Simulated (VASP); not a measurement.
Consider the following.

```yaml
crystal:
  lattice:
    - [7.14656, 0.00000, 0.00000]
    - [0.00000, 7.14656, 0.00000]
    - [0.00000, 0.00000, 7.14656]
  atoms:
    - { symbol: C, position: [0.49993, 0.99605, 0.99814] }
    - { symbol: C, position: [0.62655, 0.12231, 0.12087] }
    - { symbol: C, position: [0.75281, 0.24897, 0.99815] }
    - { symbol: C, position: [0.87448, 0.37437, 0.12032] }
    - { symbol: C, position: [0.74999, 0.99889, 0.24695] }
    - { symbol: C, position: [0.87316, 0.12453, 0.37212] }
    - { symbol: C, position: [0.99907, 0.99899, 0.99489] }
    - { symbol: C, position: [0.12199, 0.12188, 0.12254] }
    - { symbol: C, position: [0.24663, 0.24650, 0.00142] }
    - { symbol: C, position: [0.37450, 0.37437, 0.12043] }
    - { symbol: C, position: [0.50236, 0.50224, 0.00142] }
    - { symbol: C, position: [0.62700, 0.62689, 0.12254] }
    - { symbol: C, position: [0.74991, 0.74977, 0.99489] }
    - { symbol: C, position: [0.87449, 0.87438, 0.12134] }
    - { symbol: C, position: [0.24913, 0.99413, 0.24216] }
    - { symbol: C, position: [0.37350, 0.11649, 0.35964] }
    - { symbol: C, position: [0.50154, 0.24734, 0.23999] }
    - { symbol: C, position: [0.63227, 0.37539, 0.35966] }
    - { symbol: C, position: [0.75470, 0.49972, 0.24216] }
    - { symbol: C, position: [0.87579, 0.62420, 0.37213] }
    - { symbol: C, position: [0.49708, 0.00101, 0.49584] }
    - { symbol: C, position: [0.62060, 0.12821, 0.62371] }
    - { symbol: C, position: [0.74778, 0.25179, 0.49586] }
    - { symbol: C, position: [0.87448, 0.37437, 0.62086] }
    - { symbol: C, position: [0.74890, 0.99995, 0.74537] }
    - { symbol: C, position: [0.87525, 0.12436, 0.87051] }
    - { symbol: C, position: [0.99616, 0.49977, 0.99814] }
    - { symbol: C, position: [0.12242, 0.62644, 0.12085] }
    - { symbol: C, position: [0.24904, 0.75275, 0.99817] }
    - { symbol: C, position: [0.37450, 0.87443, 0.12031] }
    - { symbol: C, position: [0.99423, 0.24902, 0.24214] }
    - { symbol: C, position: [0.11663, 0.37335, 0.35962] }
    - { symbol: C, position: [0.24744, 0.50145, 0.23996] }
    - { symbol: C, position: [0.37549, 0.63232, 0.35959] }
    - { symbol: C, position: [0.49986, 0.75468, 0.24211] }
    - { symbol: C, position: [0.62435, 0.87571, 0.37210] }
    - { symbol: C, position: [0.00061, 0.00050, 0.49560] }
    - { symbol: C, position: [0.12894, 0.12883, 0.62069] }
    - { symbol: C, position: [0.24506, 0.24489, 0.46521] }
    - { symbol: C, position: [0.37450, 0.37440, 0.70563] }
    - { symbol: C, position: [0.50384, 0.50387, 0.46521] }
    - { symbol: C, position: [0.61999, 0.61991, 0.62070] }
    - { symbol: C, position: [0.74835, 0.74823, 0.49559] }
    - { symbol: C, position: [0.87448, 0.87436, 0.62141] }
    - { symbol: C, position: [0.25188, 0.00039, 0.74580] }
    - { symbol: C, position: [0.37329, 0.11751, 0.88279] }
    - { symbol: C, position: [0.50523, 0.24355, 0.77160] }
    - { symbol: C, position: [0.63133, 0.37556, 0.88277] }
    - { symbol: C, position: [0.74847, 0.49696, 0.74579] }
    - { symbol: C, position: [0.87370, 0.62439, 0.87053] }
    - { symbol: C, position: [0.99898, 0.74983, 0.24696] }
    - { symbol: C, position: [0.12462, 0.87302, 0.37211] }
    - { symbol: C, position: [0.00116, 0.49693, 0.49586] }
    - { symbol: C, position: [0.12836, 0.62051, 0.62377] }
    - { symbol: C, position: [0.25187, 0.74771, 0.49587] }
    - { symbol: C, position: [0.37449, 0.87437, 0.62085] }
    - { symbol: C, position: [0.00051, 0.25179, 0.74579] }
    - { symbol: C, position: [0.11767, 0.37317, 0.88281] }
    - { symbol: C, position: [0.24377, 0.50522, 0.77174] }
    - { symbol: C, position: [0.37572, 0.63128, 0.88285] }
    - { symbol: C, position: [0.49709, 0.74838, 0.74581] }
    - { symbol: C, position: [0.62453, 0.87360, 0.87053] }
    - { symbol: C, position: [0.00004, 0.74877, 0.74540] }
    - { symbol: C, position: [0.12444, 0.87516, 0.87053] }
    - { symbol: N, position: [0.37424, 0.37462, 0.52701] }
```
Cell charge +1.

Calculation: HSE06 screened hybrid, VASP's PBE PAW potentials (set 64) (plane waves; VASP). Numerical set-up: PREC = Normal, LREAL = Auto, ISYM = 0, NELECT = 260.0, EDIFF = 1E-5, 400 eV cut-off, 1×1×1 Γ-centred mesh, Gaussian smearing of 0.050 eV, potentials C N.

The cell is charged, with a uniform compensating background. The supercell is sampled at Γ alone, which is coarse: total energies, pressure and levels can be off, energies of defects by several tenths of an eV.

Q: What does the run give for the energy per atom (σ→0), largest force?

A: 
- energy per atom (σ→0): -10.504 eV/atom
- largest force: 0.02264 Ry/bohr

The absolute energy has meaning only against runs of the same code, potentials and settings.

The cell is a supercell with a defect, built from C (diamond): N_i, charge +1. The cell's shape comes from a PBE relaxation. The run is not spin-polarised, so no state with unpaired spins was tried.
